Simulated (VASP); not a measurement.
An input for Quantum ESPRESSO's pw.x (written as the equivalent of a VASP run, and not itself run):

```
&CONTROL
  calculation = 'scf'
  pseudo_dir = './pseudo'
  outdir = './out'
  tprnfor = .true.
  tstress = .true.
/
&SYSTEM
  ibrav = 0
  nat = 4
  ntyp = 2
  ecutwfc = 84
  occupations = 'smearing'
  smearing = 'gaussian'
  degauss = 0.000735
  input_dft = 'pbe'
/
&ELECTRONS
  conv_thr = 0.00073
  electron_maxstep = 100
/
ATOMIC_SPECIES
  B 10.810 B.upf
  N 14.007 N.upf
CELL_PARAMETERS angstrom
     2.5063930    0.0000000    0.0000000
    -1.2531970    2.1706000    0.0000000
     0.0000000    0.0000000    7.3833220
ATOMIC_POSITIONS crystal
  B    0.6666670  0.3333330  0.7500000
  B    0.3333330  0.6666670  0.2500000
  N    0.0000000  0.0000000  0.7500000
  N    0.0000000  0.0000000  0.2500000
K_POINTS automatic
  15 15 5 1 1 1
```

Translate this input to VASP (INCAR, KPOINTS, POSCAR, choice of POTCAR).

Several could match; the one computed here: 
### KPOINTS
```
Automatic mesh
0
Gamma
15 15 5
0.5 0.5 0.5
```

### POSCAR
```
BN
1
    2.5063930000     0.0000000000     0.0000000000
   -1.2531970000     2.1706000000     0.0000000000
    0.0000000000     0.0000000000     7.3833220000
B N
2 2
Direct
  0.6666670000   0.3333330000   0.7500000000
  0.3333330000   0.6666670000   0.2500000000
  0.0000000000   0.0000000000   0.7500000000
  0.0000000000   0.0000000000   0.2500000000
```

### INCAR
```
! general
SYSTEM = BN
PREC   = Accurate
ENCUT  = 400
LREAL  = .FALSE.
LASPH  = .TRUE.   ! aspherical one-centre terms

! electronic loop
EDIFF  = 1E-02
NELM   = 100   ! most electronic steps
ALGO   = Normal

! smearing
ISMEAR = 0
SIGMA  = 0.01

! functional
GGA    = PE   ! PBE

! ions
ISIF   = 2   ! forces and stress, cell fixed

! output
LWAVE  = .FALSE.
LCHARG = .FALSE.
```

POTCAR, in this order: B N (PBE.64 set). Program: vasp_std.

Limits of the translation: the potentials are each code's own (VASP's PAW set, PseudoDojo norm-conserving files in pw.x), so ENCUT and ecutwfc are chosen apart and not converted; conv_thr bounds pw.x's estimated SCF error, while EDIFF bounds the energy change between steps.

The structure comes from a computed database's BN entry; how it stands against other phases isn't given here. The cell was not relaxed at this level. The run is one of a series of settings (EDIFF = 1E-02 against the base run), some of them coarse on purpose.
